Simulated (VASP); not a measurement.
VASP input:

### KPOINTS
```
Automatic mesh
0
Gamma
14 14 7
0 0 0
```

**POSCAR**
```
Tc
1
    1.3904340000    -2.3702270000     0.0000000000
    1.3904340000     2.3702270000     0.0000000000
    0.0000000000     0.0000000000     4.5128720000
Tc
2
Direct
  0.3333330000   0.6666670000   0.2500000000
  0.6933270000   0.3599930000   0.7500000000
```

### INCAR
```
! general
SYSTEM =Tc
PREC   =Accurate
ENCUT  =400
LREAL  =.FALSE.
LASPH  =.TRUE.

! electronic loop
EDIFF  =1E-6
NELM   =100
ALGO   =Normal
LMAXMIX=4

! smearing
ISMEAR =1
SIGMA  =0.1

! functional
GGA    =PE

! ions
ISIF   =2

! output
LWAVE  =.FALSE.
LCHARG =.FALSE.
```

POTCAR, in this order: Tc_pv (PBE.64 set). Program: vasp_std.

Q: Translate this PBE calculation to Quantum ESPRESSO's pw.x.

A: One equivalent input (not run):
```
&CONTROL
  calculation = 'scf'
  pseudo_dir = './pseudo'
  outdir = './out'
  tprnfor = .true.
  tstress = .true.
/
&SYSTEM
  ibrav = 0
  nat = 2
  ntyp = 1
  ecutwfc = 84
  occupations = 'smearing'
  smearing = 'methfessel-paxton'
  degauss = 0.00735
  input_dft = 'pbe'
/
&ELECTRONS
  conv_thr = 7.3e-08
  electron_maxstep = 100
/
ATOMIC_SPECIES
  Tc 97.907 Tc.upf
CELL_PARAMETERS angstrom
     1.3904340   -2.3702270    0.0000000
     1.3904340    2.3702270    0.0000000
     0.0000000    0.0000000    4.5128720
ATOMIC_POSITIONS crystal
  Tc   0.3333330  0.6666670  0.2500000
  Tc   0.6933270  0.3599930  0.7500000
K_POINTS automatic
  14 14 7 0 0 0
```
What does not carry over: the potentials are each code's own (VASP's PAW set, PseudoDojo norm-conserving files in pw.x), so ENCUT and ecutwfc are chosen apart and not converted; conv_thr bounds pw.x's estimated SCF error, while EDIFF bounds the energy change between steps.

The compound is Tc in the hcp structure. The cell was not relaxed at this level, atoms are displaced from their ideal sites.
